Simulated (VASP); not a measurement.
Consider the following.

```
CELL_PARAMETERS angstrom
      2.91807     0.00000     0.00000
      0.00000     2.91807     0.00000
      0.00000     0.00000     2.91807
ATOMIC_POSITIONS crystal
  Zn 0.50000 0.50000 0.50000
  Cu 0.00000 0.00000 0.00000
```

The numbers are results of r2SCAN meta-GGA, VASP's PBE PAW potentials (set 64) (plane waves; VASP), not measurements. Settings: 400 eV cut-off, 14×14×14 Γ-centred mesh, tetrahedra with Blöchl corrections, potentials Zn Cu.

Give the energies of bands 6 to 14 at the high-symmetry points, in eV from the Fermi level.

```tsv
band	Γ	X	M	R
6	-7.49	-6.54	-4.89	-4.58
7	-3.81	-5.40	-3.60	-4.58
8	-3.81	-3.95	-3.05	-4.58
9	-2.89	-3.48	-3.05	-2.64
10	-2.89	-3.48	-2.66	-2.64
11	-2.89	-2.97	-2.10	4.54
12	6.73	-2.12	-2.10	4.54
13	6.73	12.59	2.05	4.54
14	6.73	12.59	2.37	4.59
```

It has no gap at this level: it comes out as a metal or semimetal.

The compound is CuZn in the CsCl type structure. It was relaxed first. The electron count is odd and the run is not spin-polarised, which forces a metal.
